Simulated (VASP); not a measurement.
Consider the following.

```xyz
4
Lattice="0.0000 1.9376 1.9376 1.9376 0.0000 1.9376 7.7656 7.7656 -0.0152" Properties=species:S:1:pos:R:3 pbc="T T T"
Pt     0.0000     0.0000     0.0000
Pd     3.8876     3.8876     3.8628
Pd     3.8828     3.8828    -0.0076
Pd     5.8156     5.8156    -0.0028
```

These are PBEsol GGA, VASP's PBE PAW potentials (set 64) (plane waves; VASP) values and carry that method's errors. Settings: 400 eV cut-off, Gaussian smearing of 0.050 eV, potentials Pt Pd.

Problem. Give the energies of bands 10 to 23 at the high-symmetry points, in eV from the Fermi level.

Solution. 
```
band      Γ      T     H2      L     S0      F
----  -----  -----  -----  -----  -----  -----
10    -3.03  -2.88  -3.25  -2.68  -3.25  -2.72
11    -3.00  -2.87  -2.97  -1.94  -3.04  -2.66
12    -2.76  -2.87  -2.92  -1.86  -2.88  -1.78
13    -2.76  -2.78  -1.76  -1.08  -1.75  -1.75
14    -2.66  -2.78  -1.68  -0.99  -1.68  -0.04
15    -2.66  -1.51  -1.53  -0.56  -1.55  -0.01
16    -1.33  -1.44  -1.44  -0.52  -1.44   0.01
17    -1.33  -1.44  -0.45  -0.01  -0.51   0.05
18    -1.20  -1.36  -0.42   0.04  -0.34   0.21
19    -1.20  -1.36  -0.21   0.16  -0.28   0.36
20    -1.14  -1.28  -0.15   0.41  -0.11   0.46
21    -1.14  -0.44   4.98   2.06   4.97   0.49
22     0.01  -0.44   6.03   2.61   6.06   2.76
23     0.01  -0.37   6.12   3.31   6.11   3.50
```

It has no gap at this level: it comes out as a metal or semimetal.

The structure was generated: Pd3Pt was put into an ordered model structure (R-3m), which need not be its known phase. It was relaxed first. VASP warned that the highest band is occupied, so more bands are needed.
